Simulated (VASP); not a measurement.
Output of a VASP run:

### OUTCAR
```
 ion  position               nearest neighbor table
   1  0.750  0.250  0.500-   2 2.68   2 2.68   2 2.68   2 2.68   4 2.77   3 2.77   4 2.77   4 2.77
                             3 2.77   3 2.77   4 2.77   3 2.77
   2  0.250  0.750  0.500-   1 2.68   1 2.68   1 2.68   1 2.68   4 2.77   3 2.77   4 2.77   3 2.77
                             4 2.77   4 2.77   3 2.77   3 2.77
   3  0.500  0.500  0.000-   4 2.68   4 2.68   4 2.68   4 2.68   2 2.77   1 2.77   2 2.77   1 2.77
                             2 2.77   2 2.77   1 2.77   1 2.77
   4  0.000  0.000  0.000-   3 2.68   3 2.68   3 2.68   3 2.68   2 2.77   1 2.77   2 2.77   2 2.77
                             1 2.77   1 2.77   2 2.77   1 2.77
  LATTYP: Found a body centered tetragonal cell.
 ALAT       =     3.7912900000
 C/A-ratio  =     2.1342339942
 Subroutine PRICEL returns:
 Original cell was already a primitive cell.
 Subroutine GETGRP returns: Found 16 space group operations
The static configuration has the point symmetry D_4h.
The dynamic configuration has the point symmetry D_4h.
 Subroutine INISYM returns: Found 16 space group operations
 Subroutine IBZKPT returns following result:
 Found     75 irreducible k-points:

 Following reciprocal coordinates:
            Coordinates               Weight
  0.000000  0.000000  0.000000      1.000000
  0.111111 -0.000000  0.000000      8.000000
  0.222222  0.000000  0.000000      8.000000
  0.333333 -0.000000  0.000000      8.000000
  0.444444  0.000000  0.000000      8.000000
  0.111111  0.111111  0.000000      8.000000
  0.222222  0.111111  0.000000     16.000000
  0.333333  0.111111  0.000000     16.000000
  0.444444  0.111111 -0.000000     16.000000
 -0.444444  0.111111  0.000000     16.000000
 -0.333333  0.111111  0.000000     16.000000
 -0.222222  0.111111  0.000000     16.000000
 -0.111111  0.111111  0.000000      4.000000
  0.222222  0.222222  0.000000      8.000000
  0.333333  0.222222 -0.000000     16.000000
  0.444444  0.222222  0.000000     16.000000
 -0.444444  0.222222  0.000000     16.000000
 -0.333333  0.222222 -0.000000     16.000000
 -0.222222  0.222222  0.000000      4.000000
  0.333333  0.333333  0.000000      8.000000
  0.444444  0.333333  0.000000     16.000000
 -0.444444  0.333333  0.000000     16.000000
 -0.333333  0.333333  0.000000      4.000000
  0.444444  0.444444  0.000000      8.000000
 -0.444444  0.444444  0.000000      4.000000
  0.111111  0.111111  0.111111      8.000000
  0.222222  0.111111  0.111111     16.000000
  0.333333  0.111111  0.111111     16.000000
 -0.111111  0.111111  0.111111      4.000000
  0.222222  0.222222  0.111111      8.000000
  0.333333  0.222222  0.111111     16.000000
  0.444444  0.222222  0.111111     16.000000
 -0.444444  0.222222  0.111111      8.000000
 -0.222222  0.222222  0.111111      8.000000
 -0.111111  0.222222  0.111111      8.000000
  0.333333  0.333333  0.111111      8.000000
  0.444444  0.333333  0.111111      8.000000
 -0.333333  0.333333  0.111111      8.000000
 -0.222222  0.333333  0.111111     16.000000
 -0.111111  0.333333  0.111111      8.000000
   k-points           NKPTS =     75   k-points in BZ     NKDIM =     75   number of bands    NBANDS=     31
   number of dos      NEDOS =    301   number of ions     NIONS =      4
   total plane-waves  NPLWV =  21952
   dimension x,y,z NGX =    28 NGY =   28 NGZ =   28
   dimension x,y,z NGXF=    56 NGYF=   56 NGZF=   56
   ions per type =               3   1
   PREC   = accura    normal or accurate (medium, high low for compatibility)
   ISTART =      0    job   : 0-new  1-cont  2-samecut
   ICHARG =      2    charge: 1-file 2-atom 10-const
   ISPIN  =      1    spin polarized calculation?
   LNONCOLLINEAR =      F non collinear calculations
   LSORBIT =      F    spin-orbit coupling
   INIWAV =      1    electr: 0-lowe 1-rand  2-diag
   ENCUT  =  300.0 eV  22.05 Ry    4.70 a.u.   6.85  6.85  6.85*2*pi/ulx,y,z
   NELM   =    100;   NELMIN=  2; NELMDL= -5     # of ELM steps
   EDIFF  = 0.1E-05   stopping-criterion for ELM
   LREAL  =      F    real-space projection
...
```

OSZICAR:
```
       N       E                     dE             d eps       ncg     rms          rms(c)
DAV:   1     0.383611912272E+03    0.38361E+03   -0.19029E+04  5511   0.231E+03
DAV:   2     0.145455315745E+02   -0.36907E+03   -0.36203E+03  4973   0.491E+02
DAV:   3    -0.214573158137E+02   -0.36003E+02   -0.35477E+02  5245   0.140E+02
DAV:   4    -0.223565374747E+02   -0.89922E+00   -0.89250E+00  5678   0.255E+01
DAV:   5    -0.223773395388E+02   -0.20802E-01   -0.20795E-01  5744   0.347E+00    0.145E+01
DAV:   6    -0.218616607947E+02    0.51568E+00   -0.26871E+00  5047   0.132E+01    0.482E+00
DAV:   7    -0.217438145121E+02    0.11785E+00   -0.10631E+00  5958   0.674E+00    0.448E+00
DAV:   8    -0.216624696905E+02    0.81345E-01   -0.33111E-01  4807   0.385E+00    0.500E-01
DAV:   9    -0.216599665565E+02    0.25031E-02   -0.13948E-02  5624   0.158E+00    0.142E-01
DAV:  10    -0.216597424965E+02    0.22406E-03   -0.19239E-03  5180   0.101E+00    0.367E-02
DAV:  11    -0.216597371846E+02    0.53118E-05   -0.31338E-04  5534   0.522E-01    0.141E-02
DAV:  12    -0.216597427949E+02   -0.56103E-05   -0.10085E-04  6088   0.143E-01    0.450E-03
DAV:  13    -0.216597441464E+02   -0.13515E-05   -0.13937E-05  5205   0.512E-02    0.176E-03
DAV:  14    -0.216597443066E+02   -0.16016E-06   -0.26199E-06  3772   0.533E-02
   1 F= -.21659744E+02 E0= -.21651737E+02  d E =-.160142E-01
```

OUTCAR:
```
------------------------ aborting loop because EDIFF is reached ----------------------------------------
  FORCE on cell =-STRESS in cart. coord.  units (eV):
  Direction    XX          YY          ZZ          XY          YZ          ZX
  --------------------------------------------------------------------------------------
  Total       -0.7557611     -0.7557611     -0.6068259      0.0000000      0.0000000     -0.0000000
  in kB      -20.8219814    -20.8219814    -16.7186673      0.0000000      0.0000000     -0.0000000
  external PRESSURE =     -19.4542100 kB  Pullay stress =       0.0000000 kB
  volume of cell :       58.15
      direct lattice vectors                 reciprocal lattice vectors
    -1.895645000  1.895645000  4.045750000     0.000000000  0.263762466  0.123586480
     1.895645000 -1.895645000  4.045750000     0.263762466  0.000000000  0.123586480
     1.895645000  1.895645000 -4.045750000     0.263762466  0.263762466  0.000000000
 POSITION                                       TOTAL-FORCE (eV/Angst)
 -----------------------------------------------------------------------------------
      0.00000      1.89565      2.02287        -0.000000      0.000000     -0.000000
      1.89565      0.00000      2.02287        -0.000000      0.000000     -0.000000
      0.00000      0.00000      4.04575         0.000000     -0.000000      0.000000
      0.00000      0.00000      0.00000         0.000000     -0.000000      0.000000
 -----------------------------------------------------------------------------------
    total drift:                                0.000000      0.000000      0.000000
  FREE ENERGIE OF THE ION-ELECTRON SYSTEM (eV)
  ---------------------------------------------------
  free  energy   TOTEN  =       -21.6597443066 eV

  energy  without entropy=      -21.6437301040  energy(sigma->0) =      -21.65173721
```
(Selected blocks of OUTCAR.)

### POSCAR
```
Ga3Tc
1
   -1.8956450000     1.8956450000     4.0457500000
    1.8956450000    -1.8956450000     4.0457500000
    1.8956450000     1.8956450000    -4.0457500000
Ga Tc
3 1
Direct
  0.7500000000   0.2500000000   0.5000000000
  0.2500000000   0.7500000000   0.5000000000
  0.5000000000   0.5000000000   0.0000000000
  0.0000000000   0.0000000000   0.0000000000
```

Problem. Write an INCAR and KPOINTS that could have produced this output.

Solution. Several could match; the one computed here: the input of the run itself, PBEsol GGA, plane waves, VASP's PBE PAW potentials (set 64).

File KPOINTS:
```
Automatic mesh
0
Gamma
9 9 9
0 0 0
```

### INCAR
```
SYSTEM=Ga3Tc
PREC=Accurate; ENCUT=300; LREAL=.FALSE.
LASPH=.TRUE.
EDIFF=1E-6; NELM=100; ALGO=Normal
LMAXMIX=4
ISMEAR=0; SIGMA=0.1
GGA=PS
ISIF=2
LWAVE=.FALSE.; LCHARG=.FALSE.
```

POTCAR, in this order: Ga_d Tc_pv (PBE.64 set). Program: vasp_std.

At this cut-off the stress carries a Pulay error, which pulls relaxed volumes low.

The structure comes from a computed database's Ga3Tc entry; how it stands against other phases isn't given here. The cell was not relaxed at this level. The run is one of a series of settings (GGA = PS, POTCAR Ga_d Tc_pv (PBE.64 set) against the base run), some of them coarse on purpose.
